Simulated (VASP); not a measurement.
All values below come from PBE GGA, VASP's PBE PAW potentials (set 64) (plane waves; VASP).

VASP ran on this input.

### INCAR
```
ALGO = Normal
EDIFF = 1E-6
EDIFFG = -0.02
ENCUT = 620
GGA = PE
IBRION = 2
ISIF = 3
ISMEAR = 1
LASPH = .True.
LCHARG = .False.
LMAXMIX = 6
LREAL = .False.
LWAVE = .False.
NELM = 100
NSW = 40
PREC = Accurate
PSTRESS = 200
SIGMA = 0.1
SYSTEM = HfC
```

KPOINTS:
```
Automatic mesh
0
Gamma
14 14 14
0 0 0
```

**POSCAR**
```
HfC
1
    0.0000000000     2.2935599861     2.2935599861
    2.2935599861     0.0000000000     2.2935599861
    2.2935599861     2.2935599861     0.0000000000
Hf C
1 1
Direct
  0.0000000000   0.0000000000   0.0000000000
  0.5000000000   0.5000000000   0.5000000000
```

POTCAR, in this order: Hf_pv C (PBE.64 set). Program: vasp_std.

Energy and stress use the plane-wave basis of the starting cell. Unless said otherwise, spin-orbit coupling is left out, though it shifts the bands of the heavy elements here.

Problem. What does the run give for the energy per atom (σ→0), volume per atom, band gap (on the k-mesh)?

Solution. 
```json
{
  "energy per atom (σ→0)": "-10472 meV/atom",
  "band gap (on the k-mesh)": "none (metal, semimetal or under 0.01 eV)",
  "volume_per_atom": "11.67 Å^3/atom"
}
```

File OSZICAR:
```
...
DAV:  10    -0.209463145715E+02    0.16580E-06   -0.57353E-07  1213   0.979E-03
   3 F= -.18031324E+02 E0= -.18031275E+02  d E =-.257933E-01
       N       E                     dE             d eps       ncg     rms          rms(c)
DAV:   1    -0.209439511371E+02    0.23636E-02   -0.78736E-04  2294   0.279E-01    0.917E-02
DAV:   2    -0.209439325165E+02    0.18621E-04   -0.25436E-05  2312   0.522E-02    0.490E-02
DAV:   3    -0.209439256959E+02    0.68206E-05   -0.21954E-05  2333   0.438E-02    0.298E-02
DAV:   4    -0.209439256697E+02    0.26146E-07   -0.31589E-07  1297   0.627E-03
   4 F= -.18031344E+02 E0= -.18031294E+02  d E =-.258132E-01
```

The compound is HfC in the rock salt structure. This run relaxes it under an external pressure of 20 GPa. Symmetry was kept, so distortions that lower it aren't found.
